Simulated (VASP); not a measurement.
```
CELL_PARAMETERS angstrom
      4.33737    -2.25478     0.06930
      4.33737     2.25478     0.06930
      3.10601     0.00000     3.77549
ATOMIC_POSITIONS crystal
  Bi 0.23108 0.23108 0.23108
  Bi 0.76892 0.76892 0.76892
```

Calculation: RPBE GGA, VASP's PBE PAW potentials (set 64) (plane waves; VASP). Run with 520 eV cut-off, 10×10×10 Γ-centred mesh, first-order Methfessel-Paxton smearing of 0.10 eV, potentials Bi_d.

Question: The ions and cell shape at fixed volume are relaxed. What does this cell relax into?

Answer: 
```
CELL_PARAMETERS angstrom
      4.23281    -2.28718     0.01484
      4.23281     2.28718     0.01484
      2.98375     0.00000     3.77429
ATOMIC_POSITIONS crystal
  Bi 0.23453 0.23453 0.23453
  Bi 0.76547 0.76547 0.76547
```
Space group R-3m (166), at a tolerance of 0.03 Å.

Question: How much energy does the relaxation gain?

Answer: The energy (σ→0) changes by -8.6 meV/atom, in 6 ionic steps.

```tsv
step	E(σ→0) (eV)	max force (eV/Å)	pressure (GPa)	volume (Å³)
1	-7.0087	0.323	2.66	72.88
2	-7.0177	0.178	2.25	72.88
3	-7.0233	0.053	1.57	72.88
4	-7.0234	0.043	1.61	72.88
5	-7.0250	0.024	1.56	72.88
6	-7.0260	0.001	1.49	72.88
```

The compound is Bi in the a7 structure. This cell is one point of a volume scan, at 0.94 of the reference volume. Symmetry was kept, so distortions that lower it aren't found.
